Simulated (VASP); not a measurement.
Given:

```
C63O
1.0
    7.14656     0.00000     0.00000
    0.00000     7.14656     0.00000
    0.00000     0.00000     7.14656
C O
63 1
Direct
  0.50000   0.00000   0.00000
  0.62500   0.12500   0.12500
  0.75000   0.25000   0.00000
  0.87500   0.37500   0.12500
  0.75000   0.00000   0.25000
  0.87500   0.12500   0.37500
  0.00000   0.00000   0.00000
  0.12500   0.12500   0.12500
  0.25000   0.25000   0.00000
  0.37792   0.38136   0.12643
  0.50000   0.50000   0.00000
  0.62216   0.62562   0.13149
  0.75000   0.75000   0.00000
  0.87500   0.87500   0.12500
  0.25000   0.00000   0.25000
  0.37227   0.11994   0.38166
  0.49311   0.25553   0.24796
  0.63099   0.37361   0.37456
  0.74926   0.50572   0.25200
  0.87135   0.62747   0.37401
  0.50000   0.00000   0.50000
  0.62951   0.12693   0.63197
  0.75038   0.24643   0.49339
  0.87767   0.37215   0.62879
  0.75000   0.00000   0.75000
  0.87500   0.12500   0.87500
  0.00000   0.50000   0.00000
  0.12500   0.62500   0.12500
  0.25000   0.75000   0.00000
  0.37500   0.87500   0.12500
  0.00000   0.25000   0.25000
  0.12125   0.37912   0.37263
  0.24337   0.50652   0.25628
  0.38028   0.62782   0.37044
  0.50427   0.74842   0.25296
  0.62205   0.86934   0.37734
  0.00000   0.00000   0.50000
  0.12500   0.12500   0.62500
  0.24954   0.24481   0.50059
  0.37053   0.37374   0.62714
  0.61866   0.62441   0.61959
  0.75234   0.74523   0.50370
  0.87500   0.87500   0.62500
  0.25000   0.00000   0.75000
  0.37500   0.12500   0.87500
  0.50191   0.24640   0.75389
  0.61898   0.37874   0.87410
  0.75656   0.50381   0.74771
  0.87500   0.62500   0.87500
  0.00000   0.75000   0.25000
  0.12500   0.87500   0.37500
  0.00000   0.50000   0.50000
  0.13073   0.61865   0.62588
  0.25610   0.74468   0.49990
  0.37822   0.88047   0.61810
  0.00000   0.25000   0.75000
  0.12500   0.37500   0.87500
  0.24743   0.50185   0.74599
  0.37523   0.62668   0.87109
  0.49859   0.75340   0.74782
  0.62500   0.87500   0.87500
  0.00000   0.75000   0.75000
  0.12500   0.87500   0.87500
  0.49418   0.50123   0.50318
```
Cell charge +1.

Calculation: PBE GGA, VASP's PBE PAW potentials (set 64) (plane waves; VASP). Run with PREC = Normal, LREAL = Auto, ISYM = 0, NELECT = 257.0, EDIFF = 1E-5, 400 eV cut-off, 1×1×1 Γ-centred mesh, Gaussian smearing of 0.050 eV, potentials C O. Starting moments (MAGMOM): 64*0.0156. The cell's moment is fixed (NUPDOWN = 1).

The cell is charged, with a uniform compensating background. The supercell is sampled at Γ alone, which is coarse: total energies, pressure and levels can be off, energies of defects by several tenths of an eV.

The ions are relaxed. What does this cell relax into?

```
C63O
1.0
    7.14656     0.00000     0.00000
    0.00000     7.14656     0.00000
    0.00000     0.00000     7.14656
C O
63 1
Direct
  0.50037   0.99940   0.99941
  0.62627   0.12181   0.12178
  0.75083   0.24922   0.99825
  0.87827   0.37380   0.12180
  0.75089   0.99828   0.24918
  0.87832   0.12179   0.37378
  0.00014   0.99993   0.99995
  0.12615   0.12477   0.12481
  0.25049   0.25045   0.00071
  0.37664   0.37521   0.12601
  0.49990   0.50020   0.00087
  0.62495   0.62341   0.12604
  0.74966   0.74955   0.00068
  0.87531   0.87391   0.12478
  0.25049   0.00065   0.25044
  0.37663   0.12600   0.37516
  0.50264   0.24777   0.24775
  0.64920   0.35085   0.35087
  0.75231   0.49736   0.24778
  0.87405   0.62340   0.37518
  0.49993   0.00090   0.50018
  0.62496   0.12601   0.62344
  0.75235   0.24773   0.49737
  0.87406   0.37516   0.62340
  0.74965   0.00067   0.74960
  0.87528   0.12479   0.87394
  0.00068   0.49969   0.99942
  0.12494   0.62536   0.12548
  0.24956   0.75049   0.00111
  0.37472   0.87509   0.12549
  0.00182   0.24921   0.24920
  0.12520   0.37546   0.37548
  0.25094   0.49941   0.25205
  0.36542   0.63470   0.37314
  0.50073   0.74912   0.25208
  0.62465   0.87489   0.37549
  0.00069   0.99938   0.49970
  0.12491   0.12546   0.62538
  0.25088   0.25200   0.49940
  0.36535   0.37305   0.63471
  0.62697   0.63474   0.63469
  0.74806   0.74914   0.49940
  0.87465   0.87511   0.62539
  0.24955   0.00112   0.75053
  0.37471   0.12548   0.87515
  0.50069   0.25204   0.74914
  0.62460   0.37551   0.87486
  0.74803   0.49941   0.74912
  0.87465   0.62534   0.87513
  0.99938   0.74956   0.25044
  0.12404   0.87601   0.37473
  0.99921   0.50015   0.50016
  0.12316   0.62563   0.62567
  0.24711   0.75302   0.50140
  0.37443   0.87704   0.62567
  0.99936   0.25045   0.74958
  0.12401   0.37471   0.87605
  0.24705   0.50136   0.75302
  0.37439   0.62567   0.87695
  0.49867   0.75307   0.75299
  0.62536   0.87605   0.87605
  0.99904   0.75048   0.75052
  0.12474   0.87534   0.87536
  0.48276   0.51730   0.51731
```
Cell charge +1. The cell ends with 1.00 μB, on the first 30 sites 0.01 0.03 0.00 0.03 0.00 0.03 0.00 0.00 0.00 0.01 0.00 0.01 0.00 0.00 0.00 0.01 -0.01 0.36 -0.01 0.01 0.00 0.01 -0.01 0.01 0.00 0.00 0.01 0.00 0.00 0.00 μB.

How much energy does the relaxation gain?

The energy (σ→0) changes by -50.7 meV/atom, in 25 ionic steps.

The cell is a supercell with a defect, built from C (diamond): O_C, charge +1.
